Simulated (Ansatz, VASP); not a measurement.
Two plane-wave programs on Y3F

File INCAR:

```
SYSTEM = Y3F
PREC = Accurate ; ENCUT = 600
EDIFF = 1E-7 ; ISMEAR = -1
SIGMA = 0.05 ; LREAL = .FALSE.
LASPH = .TRUE. ; NELM = 60
ALGO = Fast ; ISIF = 3
LWAVE = .FALSE. ; LCHARG = .FALSE.
GGA = B5 ; ALDAX = 1.0
AGGAX = 1.0 ; AGGAC = 1.0
ALDAC = 0.0 ; IVDW = 13
VDW_S6 = 1.0 ; VDW_S8 = 2.34076671
VDW_A1 = 0.44488865 ; VDW_A2 = 4.0933009
IBRION = 2 ; NSW = 60
EDIFFG = -0.01
```

File KPOINTS:

```
regular mesh
0
G
  4 4 6
  0 0 0
```

POSCAR

```
Y3F
1.0
    6.2666500000      0.0000000000      0.0000000000
   -3.1333300000      5.4270800000      0.0000000000
    0.0000000000      0.0000000000      3.3619900000
Y F
3 1
Direct
    0.5000000000      0.0000000000      0.0000000000
    0.0000000000      0.5000000000      0.0000000000
    0.5000000000      0.5000000000      0.0000000000
    0.0000000000      0.0000000000      0.0000000000
```

input.yaml

```yaml
crystal:
  lattice:
    - [6.26665, 0.0, 0.0]
    - [-3.13333, 5.42708, 0.0]
    - [0.0, 0.0, 3.36199]
  atoms:
    - { symbol: "Y", position: [0.5, 0.0, 0.0] }
    - { symbol: "Y", position: [0.0, 0.5, 0.0] }
    - { symbol: "Y", position: [0.5, 0.5, 0.0] }
    - { symbol: F, position: [0.0, 0.0, 0.0] }
hamiltonian:
  xc: blyp
  pseudopotentials: { kind: paw }
  dispersion: d4
kpoints:
  mp_grid: { grid: [4, 4, 6] }
scf:
  occupations: { method: fermi_dirac, width: 0.05 }
output:
  forces: true
  stress: true
  eigenvalues: true
  write_density: true
  write_potential: true
  elf: true
  volumetric_format: npy
relax:
  f_tol: 0.01
  max_steps: 40
  cell: { stress_tol: 0.05 }
```

The cell was built by a generator and needn't be a form met in nature.

Alike in both runs: task relaxation of cell and atoms; functional BLYP; dispersion D4; k mesh 4 × 4 × 6; occupations fermi-dirac, width 0.05 eV; no spin polarisation.

|  | VASP | Ansatz |
| --- | --- | --- |
| version | VASP 6.6.1 | Ansatz 0.2.0 |
| potentials or method | VASP PAW PBE potentials, release 64 (Y_sv, F) | Ansatz PAW |
| plane-wave cutoff (eV) | 600 | 420 |
| valence electrons in the cell | 40 | 40 |

```csv
,VASP,Ansatz,Ansatz less VASP
"gap on the k mesh at the Fermi level, each at its own relaxed structure (eV)",none,none,-
relaxed volume (Å³/atom),27.87,28.01,+0.136
relaxed cell length with the largest relative difference (Å),3.318,3.324,+0.0056
energy change over the relaxation (meV/atom),-2,-1,+0.4
```

A gap of «none» marks a metal or a gap that the smearing closes.

Caveats: pairwise dispersion overbinds metals, which lowers pressure and volume; the PAW data sets were made with another functional, which shifts forces and pressure a little (VASP); the plane-wave basis is chosen anew once the cell has moved, so the energies of steps on either side of that aren't comparable (Ansatz); the PAW data sets come from PBE, with cores solved anew for the run's functional, which leaves a small shift of forces and pressure (Ansatz).
